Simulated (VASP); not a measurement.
# ZrTi (P4/mmm) in VASP: a series of runs

The runs below take ZrTi through single point, with LDA.

Everything below comes from runs of VASP 6.6.1. Logs are shortened: lines on timing, memory, paths and dates and some standing lists are left out, and cuts for length are marked.

**1. The crystal as given**

Symmetry: P4/mmm, No. 123, tetragonal system. The conventional cell has a = 3.122 Å, b = 3.122 Å, c = 4.212 Å, α = 90.00°, β = 90.00°, γ = 90.00°. Zr (site symmetry 4/mmm) is surrounded by 8 Ti at 3.05 Å and 4 Zr at 3.12 Å. Around Ti (site symmetry 4/mmm) lie 8 Zr at 3.05 Å and 4 Ti at 3.12 Å.

The cell comes from a database or a generator and needn't be the stable form of this composition.

**2. Single point, LDA**

Input file INCAR:

```
ALGO     = Normal         # electronic algorithm
EDIFF    = 1E-6           # SCF threshold, eV
ENCUT    = 520            # plane-wave cutoff, eV
GGA      = CA             # functional
ISIF     = 2              # what is computed and relaxed
ISMEAR   = -1             # smearing method
LASPH    = True           # aspherical terms in the spheres
LCHARG   = False          # write CHGCAR
LREAL    = False          # projectors in reciprocal space
LWAVE    = False          # write WAVECAR
NBANDS   = 19             # bands
NELM     = 100            # most SCF steps
PREC     = Accurate       # precision mode
SIGMA    = 0.1            # smearing width, eV
```

Input file KPOINTS:

```
k-points
0
Gamma
  7 7 6
```

Input file POSCAR:

```
ZrTi
1.0
    3.1222737304      0.0000000000      0.0000000000
    0.0000000000      3.1222737304      0.0000000000
    0.0000000000      0.0000000000      4.2117111656
Zr Ti
1 1
Direct
    0.5000000000      0.5000000000      0.5000000000
    0.0000000000      0.0000000000      0.0000000000
```

Potentials or basis: VASP PAW LDA potentials, release 64 (Zr_sv, Ti_sv).

Run with:

```sh
$ cat potpaw_LDA.64/Zr_sv/POTCAR potpaw_LDA.64/Ti_sv/POTCAR > POTCAR
$ mpirun -np 1 vasp_std > vasp.out
```

OUTCAR:

```text
EDIFF = 1E-6
   ENCUT = 520
   GGA = CA
   ISIF = 2
   ISMEAR = -1
   LASPH = True
   LREAL = False
   NELM = 100
   PREC = Accurate

 ion  position               nearest neighbor table
   1  0.500  0.500  0.500-   2 3.05   2 3.05   2 3.05   2 3.05   2 3.05   2 3.05   2 3.05   2 3.05

   2  0.000  0.000  0.000-   1 3.05   1 3.05   1 3.05   1 3.05   1 3.05   1 3.05   1 3.05   1 3.05

  LATTYP: Found a simple tetragonal cell.
 ALAT       =     3.1222737304
 C/A-ratio  =     1.3489243831

  Lattice vectors:

 A1 = (   3.1222737304,   0.0000000000,   0.0000000000)
 A2 = (   0.0000000000,   3.1222737304,   0.0000000000)
 A3 = (   0.0000000000,   0.0000000000,   4.2117111656)

Analysis of symmetry for initial positions (statically):
=====================================================================
 Subroutine PRICEL returns:
 Original cell was already a primitive cell.

 Routine SETGRP: Setting up the symmetry group for a
 simple tetragonal supercell.

 Subroutine GETGRP returns: Found 16 space group operations
 (whereof 16 operations were pure point group operations)
 out of a pool of 16 trial point group operations.

The static configuration has the point symmetry D_4h.

Analysis of symmetry for dynamics (positions and initial velocities):
=====================================================================
 Subroutine PRICEL returns:
 Original cell was already a primitive cell.

 Routine SETGRP: Setting up the symmetry group for a
 simple tetragonal supercell.

 Subroutine GETGRP returns: Found 16 space group operations
 (whereof 16 operations were pure point group operations)
 out of a pool of 16 trial point group operations.

The dynamic configuration has the point symmetry D_4h.

 Subroutine INISYM returns: Found 16 space group operations
 (whereof 16 operations are pure point group operations),
 and found     1 'primitive' translations

----------------------------------------------------------------------------------------

                                     Primitive cell

  volume of cell :      41.0583

  direct lattice vectors                    reciprocal lattice vectors
     3.122273730  0.000000000  0.000000000     0.320279414  0.000000000  0.000000000
     0.000000000  3.122273730  0.000000000     0.000000000  0.320279414  0.000000000
     0.000000000  0.000000000  4.211711166     0.000000000  0.000000000  0.237433186
[... 75 lines left out ...]
   PREC   = accura    normal or accurate (medium, high low for compatibility)
   ISTART =      0    job   : 0-new  1-cont  2-samecut
   ICHARG =      2    charge: 1-file 2-atom 10-const
   ISPIN  =      1    spin polarized calculation?
   LNONCOLLINEAR =      F non collinear calculations
   LSORBIT =      F    spin-orbit coupling
   LASPH  =      T    aspherical Exc in radial PAW
   ENCUT  =  520.0 eV  38.22 Ry    6.18 a.u.   5.81  5.81  7.83*2*pi/ulx,y,z
   NELM   =    100;   NELMIN=  2; NELMDL= -5     # of ELM steps
   EDIFF  = 0.1E-05   stopping-criterion for ELM
   LREAL  =      F    real-space projection
   EDIFFG = 0.1E-04   stopping-criterion for IOM
   NSW    =      0    number of steps for IOM
   IBRION =     -1    ionic relax: 0-MD 1-quasi-New 2-CG
   NFREE  =      0    steps in history (QN), initial steepest desc. (CG)
   ISIF   =      2    stress and relaxation
   ISYM   =      2    0-nonsym 1-usesym 2-fastsym
   POTIM  = 0.5000    time-step for ionic-motion
   TEBEG  =    0.0;   TEEND  =   0.0 temperature during run
   PSTRESS=    0.0 pullay stress
   NELECT =      24.0000    total number of electrons
   NUPDOWN=      -1.0000    fix difference up-down
   EMIN   =  10.00;   EMAX   =-10.00  energy-range for DOS
   EFERMI =   0.00;   METHOD = LEGACY
   ISMEAR =    -1;   SIGMA  =   0.10  broadening in eV -4-tet -1-fermi 0-gaus
   EFERMI_NEDOS =   21; number of points for ismear=-14 and -15
   IALGO  =     38    algorithm
   IMIX   =      4    mixing-type and parameters
     AMIX     =   0.40;   BMIX     =  1.00
     AMIX_MAG =   1.60;   BMIX_MAG =  1.00
  volume/ion in A,a.u.               =      20.53       138.54
  Fermi-wavevector in a.u.,A,eV,Ry     =   1.368816  2.586687 25.492654  1.873657
  Thomas-Fermi vector in A             =   2.494747
   LORBIT       =      0    0 simple, 1 ext, 2 COOP (PROOUT), +10 PAW based schemes
   GGA     = CA    functional components
   LHFCALC =     F    Hartree Fock is set to
   AEXX    =    0.0000 exact exchange contribution
   IVDW    =     0    specifies the selected vdW correction
   LEPSILON=     F    determine dielectric tensor
   LRPA    =     F    only Hartree local field effects (RPA)
 non-spin polarized calculation
  energy-cutoff  :      520.00
  volume of cell :       41.06
 maximum number of plane-waves:      1120
 NGX is ok and might be reduce to    24
   NGX = 11   NGY = 11   NGZ = 15

 number of electron      23.9999996 magnetization

 Free energy of the ion-electron system (eV)
  ---------------------------------------------------
  ext. energy  EPLUGINS =         0.00000000
  ---------------------------------------------------
  free energy    TOTEN  =       -17.64417920 eV

  energy without entropy =      -17.52517375  energy(sigma->0) =      -17.58467647

 E-fermi :   8.2605     XC(G=0): -11.4574

 val. band max:        8.2517469532   @ k =   0.2857   0.0000   0.1667
 cond. band min:       8.2655683650   @ k =   0.4286   0.2857   0.3333
 fundamental gap:      0.0138214119
 Fermi energy:         8.2605264979

 k-point     1 :       0.0000    0.0000    0.0000
  band No.  band energies     occupation
      1     -47.8971      2.00000
      2     -39.8891      2.00000
      3     -24.5553      2.00000
      4     -24.4239      2.00000
      5     -24.4239      2.00000
      6     -18.0714      2.00000
[... 505 lines left out ...]
      6     -18.3809      2.00000
[... 11 lines left out ...]
     18      11.9999      0.00000
     19      12.7926      0.00000

 [... further k-points ...]
[... 5 lines left out ...]
  --------------------------------------------------------------------------------------
  -------------------------------------------------------------------------------------
  Total       -1.9698458     -1.9698458     -2.1427595      0.0000000      0.0000000      0.0000000
  in kB      -76.8674158    -76.8674158    -83.6148629      0.0000000      0.0000000      0.0000000
  external PRESSURE =     -79.1165648 kB  Pullay stress =       0.0000000 kB

 VOLUME and BASIS-vectors are now :
 -----------------------------------------------------------------------------
  energy-cutoff  :      520.00
  volume of cell :       41.06
      direct lattice vectors                 reciprocal lattice vectors
     3.122273730  0.000000000  0.000000000     0.320279414  0.000000000  0.000000000
     0.000000000  3.122273730  0.000000000     0.000000000  0.320279414  0.000000000
     0.000000000  0.000000000  4.211711166     0.000000000  0.000000000  0.237433186

 POSITION                                       TOTAL-FORCE (eV/Angst)
 -----------------------------------------------------------------------------------
      1.56114      1.56114      2.10586         0.000000      0.000000      0.000000
      0.00000      0.00000      0.00000         0.000000      0.000000      0.000000
 -----------------------------------------------------------------------------------
    total drift:                                0.000000      0.000000     -0.000000

  FREE ENERGIE OF THE ION-ELECTRON SYSTEM (eV)
  ---------------------------------------------------
  free  energy   TOTEN  =       -17.6441791950 eV

  energy  without entropy=      -17.5251737503  energy(sigma->0) =      -17.58467647
```

OSZICAR:

```text
N       E                     dE             d eps       ncg     rms          rms(c)
DAV:   1     0.251086491293E+03    0.25109E+03   -0.12578E+04  1520   0.138E+03
DAV:   2     0.120990989973E+01   -0.24988E+03   -0.24439E+03  1580   0.409E+02
DAV:   3    -0.189291103272E+02   -0.20139E+02   -0.19735E+02  2764   0.995E+01
DAV:   4    -0.195099964938E+02   -0.58089E+00   -0.57840E+00  1887   0.158E+01
DAV:   5    -0.195365660882E+02   -0.26570E-01   -0.26558E-01  2221   0.237E+00    0.148E+01
DAV:   6    -0.192000534065E+02    0.33651E+00   -0.23827E+01  1816   0.287E+01    0.967E+00
DAV:   7    -0.178626525000E+02    0.13374E+01   -0.16757E+01  1959   0.190E+01    0.485E+00
DAV:   8    -0.176453197960E+02    0.21733E+00   -0.14117E+00  1851   0.767E+00    0.122E+00
DAV:   9    -0.176477424916E+02   -0.24227E-02   -0.19720E-01  2071   0.258E+00    0.607E-01
DAV:  10    -0.176445943081E+02    0.31482E-02   -0.20714E-02  1842   0.861E-01    0.199E-01
DAV:  11    -0.176442198550E+02    0.37445E-03   -0.54542E-03  2207   0.446E-01    0.823E-02
DAV:  12    -0.176442217737E+02   -0.19186E-05   -0.69372E-04  2019   0.140E-01    0.669E-02
DAV:  13    -0.176441800481E+02    0.41726E-04   -0.17431E-04  1820   0.779E-02    0.104E-02
DAV:  14    -0.176441791950E+02    0.85306E-06   -0.91144E-06  1721   0.198E-02
   1 F= -.17644179E+02 E0= -.17584676E+02  d E =-.119005E+00
```

stdout:

```text
POSCAR found type information on POSCAR ZrTi
 POSCAR found :  2 types and       2 ions
 scaLAPACK will be used
 LDA part: xc-table for (Slater(with rela. corr.)+CA(PZ))
 , standard interpolation
 POSCAR, INCAR and KPOINTS ok, starting setup
 FFT: planning ... GRIDC
 FFT: planning ... GRID_SOFT
 FFT: planning ... GRID
 WAVECAR not read
 entering main loop
```

It took 14 s on 1 thread of Intel Xeon Platinum 8488C (Sapphire Rapids), shared host; peak memory 0.15 GiB.

What came out:

```yaml
Free_energy: -17.6442 eV
Pressure: -7.9 GPa
Band_gap_on_the_k_mesh: none (metal or under the smearing width)
```

Stress tensor (GPa, compression positive):
```
-7.69  0.00  0.00
 0.00 -7.69  0.00
 0.00  0.00 -8.36
```

**3. Single point, LDA**

This run uses another cell than the first one, of 21.75 Å³/atom, 1.059 times its volume.

Changes to INCAR since step 2:

```diff
@@ -6,6 +6,8 @@
 ISMEAR   = -1             # smearing method
-LASPH    = True           # aspherical terms in the spheres
-LCHARG   = False          # write CHGCAR
-LREAL    = False          # projectors in reciprocal space
-LWAVE    = False          # write WAVECAR
+LASPH    = T              # aspherical terms in the spheres
+LCHARG   = T              # write CHGCAR
+LELF     = T              # ELF
+LREAL    = F              # projectors in reciprocal space
+LVHAR    = T            
+LWAVE    = F              # write WAVECAR
 NBANDS   = 19             # bands
```

KPOINTS is that of step 2.

Input file POSCAR:

```
ZrTi
1.0
    3.1829155044      0.0000000000      0.0000000000
    0.0000000000      3.1829155044      0.0000000000
    0.0000000000      0.0000000000      4.2935123330
Zr Ti
1 1
Direct
    0.5000000000      0.5000000000      0.5000000000
    0.0000000000      0.0000000000      0.0000000000
```

Potentials or basis: VASP PAW LDA potentials, release 64 (Zr_sv, Ti_sv).

Run with:

```sh
$ cat potpaw_LDA.64/Zr_sv/POTCAR potpaw_LDA.64/Ti_sv/POTCAR > POTCAR
$ mpirun -np 1 vasp_std > vasp.out
```

OUTCAR:

```text
EDIFF = 1E-6
   ENCUT = 520
   GGA = CA
   ISIF = 2
   ISMEAR = -1
   LASPH = T
   LREAL = F
   NELM = 100
   PREC = Accurate

 ion  position               nearest neighbor table
   1  0.500  0.500  0.500-   2 3.11   2 3.11   2 3.11   2 3.11   2 3.11   2 3.11   2 3.11   2 3.11

   2  0.000  0.000  0.000-   1 3.11   1 3.11   1 3.11   1 3.11   1 3.11   1 3.11   1 3.11   1 3.11

  LATTYP: Found a simple tetragonal cell.
 ALAT       =     3.1829155044
 C/A-ratio  =     1.3489243830

[... 191 lines left out ...]
      2     -40.6355      2.00000
      3     -25.2496      2.00000
      4     -25.1500      2.00000
      5     -25.1500      2.00000
      6     -18.8043      2.00000
[... 505 lines left out ...]
      6     -19.0572      2.00000
[... 11 lines left out ...]
     18      11.1572      0.00000
     19      11.8843      0.00000

 [... further k-points ...]
[... 5 lines left out ...]
  --------------------------------------------------------------------------------------
  -------------------------------------------------------------------------------------
  Total       -3.2512880     -3.2512880     -3.3493388      0.0000000      0.0000000      0.0000000
  in kB     -119.7576005   -119.7576005   -123.3691936      0.0000000      0.0000000      0.0000000
  external PRESSURE =    -120.9614649 kB  Pullay stress =       0.0000000 kB

 VOLUME and BASIS-vectors are now :
 -----------------------------------------------------------------------------
  energy-cutoff  :      520.00
  volume of cell :       43.50
      direct lattice vectors                 reciprocal lattice vectors
     3.182915504  0.000000000  0.000000000     0.314177363  0.000000000  0.000000000
     0.000000000  3.182915504  0.000000000     0.000000000  0.314177363  0.000000000
     0.000000000  0.000000000  4.293512333     0.000000000  0.000000000  0.232909544

 POSITION                                       TOTAL-FORCE (eV/Angst)
 -----------------------------------------------------------------------------------
      1.59146      1.59146      2.14676         0.000000      0.000000      0.000000
      0.00000      0.00000      0.00000         0.000000      0.000000      0.000000
 -----------------------------------------------------------------------------------
    total drift:                                0.000000      0.000000     -0.000000

  FREE ENERGIE OF THE ION-ELECTRON SYSTEM (eV)
  ---------------------------------------------------
  free  energy   TOTEN  =       -17.4911395772 eV

  energy  without entropy=      -17.3658506046  energy(sigma->0) =      -17.42849509
```

OSZICAR:

```text
N       E                     dE             d eps       ncg     rms          rms(c)
DAV:   1     0.251347525355E+03    0.25135E+03   -0.12419E+04  1520   0.135E+03
DAV:   2     0.759299178830E+00   -0.25059E+03   -0.24534E+03  1565   0.405E+02
DAV:   3    -0.188252028137E+02   -0.19585E+02   -0.19169E+02  2814   0.978E+01
DAV:   4    -0.194814975971E+02   -0.65629E+00   -0.65420E+00  1869   0.160E+01
DAV:   5    -0.195130002644E+02   -0.31503E-01   -0.31489E-01  2292   0.249E+00    0.138E+01
DAV:   6    -0.192999329952E+02    0.21307E+00   -0.26900E+01  1856   0.288E+01    0.103E+01
DAV:   7    -0.177357101060E+02    0.15642E+01   -0.19163E+01  1942   0.196E+01    0.454E+00
DAV:   8    -0.174947983177E+02    0.24091E+00   -0.15169E+00  1890   0.771E+00    0.124E+00
DAV:   9    -0.174957426610E+02   -0.94434E-03   -0.21685E-01  2100   0.251E+00    0.656E-01
DAV:  10    -0.174918932033E+02    0.38495E-02   -0.24512E-02  1913   0.947E-01    0.251E-01
DAV:  11    -0.174911690826E+02    0.72412E-03   -0.77723E-03  2125   0.501E-01    0.782E-02
DAV:  12    -0.174911888679E+02   -0.19785E-04   -0.74186E-04  2037   0.151E-01    0.671E-02
DAV:  13    -0.174911405338E+02    0.48334E-04   -0.19075E-04  1772   0.862E-02    0.113E-02
DAV:  14    -0.174911397652E+02    0.76862E-06   -0.13035E-05  2065   0.223E-02    0.740E-03
DAV:  15    -0.174911395772E+02    0.18792E-06   -0.91336E-07  1009   0.716E-03
   1 F= -.17491140E+02 E0= -.17428495E+02  d E =-.125289E+00
```

stdout:

```text
POSCAR found type information on POSCAR ZrTi
 POSCAR found :  2 types and       2 ions
 scaLAPACK will be used
 LDA part: xc-table for (Slater(with rela. corr.)+CA(PZ))
 , standard interpolation
 POSCAR, INCAR and KPOINTS ok, starting setup
 FFT: planning ... GRIDC
 FFT: planning ... GRID_SOFT
 FFT: planning ... GRID
 WAVECAR not read
 entering main loop
```

Run time: 15 s. Hardware: 1 thread of Intel Xeon Platinum 8488C (Sapphire Rapids), shared host; peak memory 0.15 GiB.

Results:

```
Free energy            : -17.4911 eV
Pressure               : -12.1 GPa
Band gap on the k mesh : none (metal or under the smearing width)
```

Levels at points of the mesh, in eV from the Fermi level:
| k point | band 10 | band 11 | band 12 | band 13 | band 14 | band 15 |
| --- | --- | --- | --- | --- | --- | --- |
| (0.00, 0.00, 0.00) | -2.51 | -1.85 | 0.67 | 0.67 | 1.07 | 1.96 |
| (0.00, 0.00, 0.50) | -3.17 | -0.80 | -0.43 | 0.99 | 1.42 | 1.42 |
